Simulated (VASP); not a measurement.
An input for Ansatz (written as the equivalent of a VASP run, and not itself run):

Ansatz 0.2 input:
```yaml
crystal:
  lattice:
    - [0.0000000, 2.0619300, 2.0619300]
    - [2.0619300, 0.0000000, 2.0619300]
    - [2.0619300, 2.0619300, 0.0000000]
  atoms:
    - { symbol: Ti, position: [0.0000000, 0.0000000, 0.0000000] }
    - { symbol: N, position: [0.5000000, 0.5000000, 0.5000000] }
kpoints:
  mp_grid: { grid: [15, 15, 15] }
hamiltonian:
  xc: pbe
  pseudopotentials: { kind: paw }
scf:
  occupations: { method: methfessel_paxton, width: 0.1 }
  max_iter: 100
relax:
  max_steps: 40
  f_tol: 0.02
  cell: { p_target: 45 }
output: { forces: true, stress: true, eigenvalues: true }
```

**Question.** Translate this input to VASP (INCAR, KPOINTS, POSCAR, choice of POTCAR).

**Answer.** Several could match; the one computed here: 
INCAR:
```
LASPH  =  .TRUE.
ENCUT  =  620
PSTRESS  =  450   ! kbar
NELM  =  100
LREAL  =  .FALSE.   ! projection in real space or not
EDIFFG  =  -0.02   ! ionic stop
SYSTEM  =  TiN
ALGO  =  Normal   ! blocked Davidson
GGA  =  PE   ! PBE
ISMEAR  =  1   ! Methfessel-Paxton
LMAXMIX  =  4   ! l cut-off of mixed one-centre charges
PREC  =  Accurate
ISIF  =  3   ! ions, shape and volume
EDIFF  =  1E-6
LCHARG  =  .FALSE.
IBRION  =  2   ! conjugate gradients
SIGMA  =  0.1
NSW  =  40   ! most ionic steps
LWAVE  =  .FALSE.
```

### KPOINTS
```
Regular mesh
0
G
  15 15 15
0 0 0
```

File POSCAR:
```
TiN
1.0
  0.0000000000   2.0619300066   2.0619300066
  2.0619300066   0.0000000000   2.0619300066
  2.0619300066   2.0619300066   0.0000000000
Ti N
1 1
Direct
  0.0000000000   0.0000000000   0.0000000000
  0.5000000000   0.5000000000   0.5000000000
```

POTCAR, in this order: Ti_sv N (PBE.64 set). Program: vasp_std.

Limits of the translation: each code has its own PAW files, so the cut-off isn't converted (ENCUT is set for VASP's; basis.ecutwfc is left out, and Ansatz then takes the one that its files recommend); Ansatz stops its SCF on the density residual and VASP on the energy change (EDIFF).

The compound is TiN in the rock salt structure. This run relaxes it under an external pressure of 45 GPa. Symmetry was kept, so distortions that lower it aren't found.
